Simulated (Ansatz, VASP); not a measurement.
**SnC3: VASP beside Ansatz**

INCAR

```
PREC = Accurate ; ENCUT = 520
EDIFF = 1E-6 ; ISMEAR = 0
SIGMA = 0.01 ; LREAL = False
LASPH = True ; NELM = 60
ALGO = Normal ; ISIF = 2
LWAVE = False ; LCHARG = False
GGA = PE ; NBANDS = 21
```

Contents of KPOINTS:

```
Automatic mesh
0
Gamma
  8 8 4
```

The input POSCAR:

```
SnC3
1.0
    2.9236493199      0.0000000000      0.0000000000
    0.0000000000      2.9236493199      0.0000000000
    0.0000000000      0.0000000000      4.5760721933
C Sn
3 1
Direct
    0.5000000000      0.0000000000      0.8227196820
    0.5000000000      0.5000000000      0.0000000000
    0.0000000000      0.5000000000      0.1772803180
    0.0000000000      0.0000000000      0.5000000000
```

Input for Ansatz:

```yaml
crystal:
  lattice:
    - [2.9236493199, 0.0, 0.0]
    - [0.0, 2.9236493199, 0.0]
    - [0.0, 0.0, 4.5760721933]
  atoms:
    - { symbol: C, position: [0.5, 0.0, 0.822719682] }
    - { symbol: C, position: [0.5, 0.5, 0.0] }
    - { symbol: C, position: [0.0, 0.5, 0.177280318] }
    - { symbol: Sn, position: [0.0, 0.0, 0.5] }
kpoints:
  mp_grid: { grid: [8, 8, 4] }
hamiltonian:
  xc: pbe
scf:
  occupations: { method: fixed }
  n_extra_bands: 5
output:
  forces: true
  stress: true
  eigenvalues: true
```

Alike in both runs: task single point; functional PBE; k mesh 8 × 8 × 4; no spin polarisation.

|  | VASP | Ansatz |
| --- | --- | --- |
| version | VASP 6.6.1 | Ansatz 0.2.0 |
| potentials or method | VASP PAW PBE potentials, release 64 (C, Sn_d) | plane waves, PAW |
| plane-wave cutoff (eV) | 520 | 420 |
| occupations | gaussian, width 0.01 eV | fixed |
| valence electrons in the cell | 26 | 26 |

|  | VASP | Ansatz | Ansatz less VASP |
| --- | --- | --- | --- |
| gap on the k mesh at the Fermi level (eV) | 0.34 | 0.35 | +0.007 |
| pressure (GPa) | 14.7 | 14.7 | +0.03 |
| largest component of the traceless stress (GPa) | 1.80 | 1.93 | +0.130 |
| rms of the force components (eV/Å) | 0.129 | 0.136 | +0.0069 |

Atom by atom the forces differ by 0.007 eV/Å (rms over components).

Caveats: spin-orbit coupling is left out, which moves the levels of the heavy elements.
